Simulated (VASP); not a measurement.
Input:

```
CELL_PARAMETERS angstrom
      3.96282     0.00000    -0.08104
      0.00000     6.30607     0.00000
     -3.90040     0.00000     4.50429
ATOMIC_POSITIONS crystal
  Ag 0.71828 0.61147 0.45144
  Ag 0.71828 0.38853 0.95144
  Ag 0.37991 0.04503 0.28555
  Ag 0.37991 0.95497 0.78555
  S  0.02679 0.26662 0.45052
  S  0.02679 0.73338 0.95052
```

Computed with LDA (Ceperley-Alder, Perdew-Zunger), VASP's LDA PAW potentials (set 64) (plane waves; VASP). Run with 400 eV cut-off, 8×4×6 Γ-centred mesh, tetrahedra with Blöchl corrections, potentials Ag S.

The cores are frozen, which limits the accuracy of field gradients.

Problem. Give the principal components of the electric field gradient (V/Å²) and the asymmetry η at each nucleus.

Solution. 
| atom | Vxx | Vyy | Vzz | η |
|---|---|---|---|---|
| Ag1 | -83.7 | -63.4 | 147.1 | 0.14 |
| Ag2 | -83.7 | -63.4 | 147.1 | 0.14 |
| Ag3 | -91.2 | -37.9 | 129.1 | 0.41 |
| Ag4 | -91.2 | -37.9 | 129.1 | 0.41 |
| S5 | 35.9 | 6.7 | -42.6 | 0.69 |
| S6 | 35.9 | 6.7 | -42.6 | 0.69 |

The structure comes from a computed database's Ag2S entry (Pc); how it stands against other phases isn't given here. It was relaxed first, which changed the volume by -9 %.
